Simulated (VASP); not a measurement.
Method: vdW-DF2, VASP's PBE PAW potentials (set 64) (plane waves; VASP 6.6.1).

The input files of a VASP run:

INCAR:
```
SYSTEM = BP
PREC = Accurate
ENCUT = 520
EDIFF = 1E-7
NELM = 100
ALGO = Normal
LREAL = .FALSE.
LASPH = .TRUE.
ISMEAR = 0
SIGMA = 0.05
GGA = ML
ZAB_VDW = -1.8867
LUSE_VDW = .TRUE.
AGGAC = 0.0
LWAVE = .FALSE.
LCHARG = .FALSE.
ISIF = 2
```

### POSCAR
```
BP
1
    0.0000000000     2.3457276103     2.3457276103
    2.3457276103     0.0000000000     2.3457276103
    2.3457276103     2.3457276103     0.0000000000
B P
1 1
Direct
  0.0000000000   0.0000000000   0.0000000000
  0.2500000000   0.2500000000   0.2500000000
```

### KPOINTS
```
Regular mesh
0
G
 10 10 10
0 0 0
```

POTCAR, in this order: B P (PBE.64 set). Program: vasp_std.

The resulting files:

### OUTCAR
```
 ion  position               nearest neighbor table
   1  0.000  0.000  0.000-   2 2.03   2 2.03   2 2.03   2 2.03
   2  0.250  0.250  0.250-   1 2.03   1 2.03   1 2.03   1 2.03
  LATTYP: Found a face centered cubic cell.
 ALAT       =     4.6914552206
 Subroutine PRICEL returns:
 Original cell was already a primitive cell.
 Subroutine GETGRP returns: Found 24 space group operations
The static configuration has the point symmetry T_d .
The dynamic configuration has the point symmetry T_d .
 Subroutine INISYM returns: Found 24 space group operations
 Subroutine IBZKPT returns following result:
 Found     47 irreducible k-points:

 Following reciprocal coordinates:
            Coordinates               Weight
  0.000000  0.000000  0.000000      1.000000
  0.100000  0.000000  0.000000      8.000000
  0.200000  0.000000  0.000000      8.000000
  0.300000  0.000000  0.000000      8.000000
  0.400000  0.000000  0.000000      8.000000
  0.500000  0.000000  0.000000      4.000000
  0.100000  0.100000  0.000000      6.000000
  0.200000  0.100000  0.000000     24.000000
  0.300000  0.100000  0.000000     24.000000
  0.400000  0.100000  0.000000     24.000000
  0.500000  0.100000  0.000000     24.000000
 -0.400000  0.100000  0.000000     24.000000
 -0.300000  0.100000  0.000000     24.000000
 -0.200000  0.100000  0.000000     24.000000
 -0.100000  0.100000  0.000000     12.000000
  0.200000  0.200000  0.000000      6.000000
  0.300000  0.200000  0.000000     24.000000
  0.400000  0.200000  0.000000     24.000000
  0.500000  0.200000  0.000000     24.000000
 -0.400000  0.200000  0.000000     24.000000
 -0.300000  0.200000  0.000000     24.000000
 -0.200000  0.200000  0.000000     12.000000
  0.300000  0.300000  0.000000      6.000000
  0.400000  0.300000  0.000000     24.000000
  0.500000  0.300000  0.000000     24.000000
 -0.400000  0.300000  0.000000     24.000000
 -0.300000  0.300000  0.000000     12.000000
  0.400000  0.400000  0.000000      6.000000
  0.500000  0.400000  0.000000     24.000000
 -0.400000  0.400000  0.000000     12.000000
  0.500000  0.500000  0.000000      3.000000
  0.300000  0.200000  0.100000     24.000000
  0.400000  0.200000  0.100000     48.000000
  0.500000  0.200000  0.100000     48.000000
 -0.400000  0.200000  0.100000     24.000000
  0.400000  0.300000  0.100000     24.000000
  0.500000  0.300000  0.100000     48.000000
 -0.400000  0.300000  0.100000     48.000000
 -0.300000  0.300000  0.100000     48.000000
 -0.200000  0.300000  0.100000     24.000000
   k-points           NKPTS =     47   k-points in BZ     NKDIM =     47   number of bands    NBANDS=      8
   number of dos      NEDOS =    301   number of ions     NIONS =      2
   total plane-waves  NPLWV =  21952
   dimension x,y,z NGX =    28 NGY =   28 NGZ =   28
   dimension x,y,z NGXF=    56 NGYF=   56 NGZF=   56
   ions per type =               1   1
   PREC   = accura    normal or accurate (medium, high low for compatibility)
   ISTART =      0    job   : 0-new  1-cont  2-samecut
   ICHARG =      2    charge: 1-file 2-atom 10-const
   ISPIN  =      1    spin polarized calculation?
   LNONCOLLINEAR =      F non collinear calculations
   LSORBIT =      F    spin-orbit coupling
   INIWAV =      1    electr: 0-lowe 1-rand  2-diag
   ENCUT  =  520.0 eV  38.22 Ry    6.18 a.u.   6.17  6.17  6.17*2*pi/ulx,y,z
   NELM   =    100;   NELMIN=  2; NELMDL= -5     # of ELM steps
   EDIFF  = 0.1E-06   stopping-criterion for ELM
   LREAL  =      F    real-space projection
   NLSPLINE    = F    spline interpolate recip. space projectors
   LMAXMIX     =    2 max onsite mixed and CHGCAR
...
```

**OSZICAR**
```
       N       E                     dE             d eps       ncg     rms          rms(c)
DAV:   1     0.119630542283E+02    0.11963E+02   -0.39156E+03   768   0.880E+02
DAV:   2    -0.101838396233E+02   -0.22147E+02   -0.21367E+02  1216   0.108E+02
DAV:   3    -0.104580490329E+02   -0.27421E+00   -0.27421E+00   880   0.155E+01
DAV:   4    -0.104588187870E+02   -0.76975E-03   -0.76975E-03  1200   0.863E-01
DAV:   5    -0.104588196779E+02   -0.89087E-06   -0.89086E-06   880   0.199E-02    0.534E+00
DAV:   6    -0.997820692009E+01    0.48061E+00   -0.16836E+00   912   0.712E+00    0.287E+00
DAV:   7    -0.990531046133E+01    0.72896E-01   -0.20069E-01  1144   0.306E+00    0.134E+00
DAV:   8    -0.989767860522E+01    0.76319E-02   -0.71159E-02   992   0.191E+00    0.381E-01
DAV:   9    -0.989799816303E+01   -0.31956E-03   -0.24024E-03   896   0.548E-01    0.657E-02
DAV:  10    -0.989797634258E+01    0.21820E-04   -0.11976E-04  1008   0.700E-02    0.284E-02
DAV:  11    -0.989798460410E+01   -0.82615E-05   -0.22828E-05   984   0.481E-02    0.534E-03
DAV:  12    -0.989798384981E+01    0.75428E-06   -0.32499E-06  1064   0.114E-02    0.129E-03
DAV:  13    -0.989798381328E+01    0.36532E-07   -0.15387E-07   528   0.324E-03
   1 F= -.98979838E+01 E0= -.98979838E+01  d E =-.133197E-12
```

OUTCAR:
```
------------------------ aborting loop because EDIFF is reached ----------------------------------------
  FORCE on cell =-STRESS in cart. coord.  units (eV):
  Direction    XX          YY          ZZ          XY          YZ          ZX
  --------------------------------------------------------------------------------------
  Total       -1.2384367     -1.2384367     -1.2384367      0.0000000      0.0000000      0.0000000
  in kB      -76.8637656    -76.8637656    -76.8637656      0.0000000      0.0000000      0.0000000
  external PRESSURE =     -76.8637656 kB  Pullay stress =       0.0000000 kB
  volume of cell :       25.81
      direct lattice vectors                 reciprocal lattice vectors
     0.000000000  2.345727610  2.345727610    -0.213153479  0.213153479  0.213153479
     2.345727610  0.000000000  2.345727610     0.213153479 -0.213153479  0.213153479
     2.345727610  2.345727610  0.000000000     0.213153479  0.213153479 -0.213153479
  FREE ENERGIE OF THE ION-ELECTRON SYSTEM (eV)
  ---------------------------------------------------
  free  energy   TOTEN  =        -9.8979838133 eV

  energy  without entropy=       -9.8979838133  energy(sigma->0) =       -9.89798381
```
(Selected blocks of OUTCAR.)

The compound is BP in the zinc blende structure. This cell is one point of a volume scan, at 1.06 of the reference volume.
